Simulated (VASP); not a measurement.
```xyz
17
Lattice="5.3549 0.0000 0.0000 2.6775 4.6375 0.0000 0.0000 0.0000 21.0582" Properties=species:S:1:pos:R:3 pbc="T T T"
Zn     0.0000     1.5458     6.8801
Zn     2.6775     1.5458     6.8801
Zn     1.3387     3.8646     6.8801
Zn     4.0162     3.8646     6.8801
Zn     0.0000     0.0000     9.3128
Zn     2.6775     0.0000     9.3128
Zn     1.3387     2.3187     9.3128
Zn     4.0162     2.3187     9.3128
Zn     0.0000     1.5458    11.7454
Zn     2.6775     1.5458    11.7454
Zn     1.3387     3.8646    11.7454
Zn     4.0162     3.8646    11.7454
Zn     0.0000     0.0000    14.1780
Zn     2.6775     0.0000    14.1780
Zn     1.3387     2.3187    14.1780
Zn     4.0162     2.3187    14.1780
H      2.6775     1.5458    15.0803
```

Calculation: PBE GGA, VASP's PBE PAW potentials (set 64) (plane waves; VASP 6.6.1). Run with PREC = Normal, EDIFF = 1E-5, 400 eV cut-off, 6×6×1 Γ-centred mesh, first-order Methfessel-Paxton smearing of 0.10 eV, potentials Zn H.

The ions are relaxed. Which structure does the run end with?

```xyz
17
Lattice="5.3549 0.0000 0.0000 2.6775 4.6375 0.0000 0.0000 0.0000 21.0582" Properties=species:S:1:pos:R:3 pbc="T T T"
Zn     5.3549     1.5481     6.7863
Zn     2.6775     1.5458     6.8252
Zn     6.6916     3.8634     6.7863
Zn     4.0182     3.8634     6.7863
Zn     5.3549     0.0000     9.2642
Zn     2.6775     0.0023     9.3139
Zn     1.3407     2.3176     9.3139
Zn     4.0142     2.3176     9.3139
Zn     5.3549     1.5521    11.7576
Zn     2.6775     1.5458    11.7686
Zn     6.6882     3.8614    11.7576
Zn     4.0216     3.8614    11.7576
Zn     5.3549     0.0000    14.0774
Zn     5.3549     4.5684    14.2869
Zn     6.6338     2.3533    14.2869
Zn     4.0761     2.3533    14.2869
H      2.6775     1.5458    15.1762
```

How much energy does the relaxation gain?

The energy (σ→0) changes by -6.5 meV/atom, in 32 ionic steps.

```csv
step,E(σ→0) (eV),max force (eV/Å),pressure (GPa),volume (Å³)
1,-19.2926,0.775,-1.01,522.94
2,-19.3599,0.316,-1.05,522.94
3,-19.3736,0.138,-1.04,522.94
4,-19.3786,0.118,-1.14,522.94
5,-19.3831,0.109,-1.09,522.94
6,-19.3881,0.093,-1.02,522.94
7,-19.3887,0.095,-1.18,522.94
8,-19.3922,0.058,-1.08,522.94
9,-19.3930,0.054,-1.13,522.94
10,-19.3935,0.075,-1.11,522.94
11,-19.3935,0.067,-1.13,522.94
12,-19.3935,0.070,-1.14,522.94
13,-19.3951,0.050,-1.16,522.94
14,-19.3952,0.046,-1.16,522.94
15,-19.3953,0.045,-1.14,522.94
16,-19.3953,0.050,-1.14,522.94
17,-19.3953,0.043,-1.14,522.94
18,-19.3963,0.046,-1.16,522.94
19,-19.3966,0.048,-1.19,522.94
20,-19.3967,0.058,-1.21,522.94
21,-19.3967,0.051,-1.16,522.94
22,-19.3967,0.051,-1.19,522.94
23,-19.3973,0.044,-1.20,522.94
24,-19.3988,0.042,-1.24,522.94
25,-19.4001,0.054,-1.26,522.94
```

The cell is a thin slab with vacuum, built from Zn (hcp): (001) face, H adsorbed.
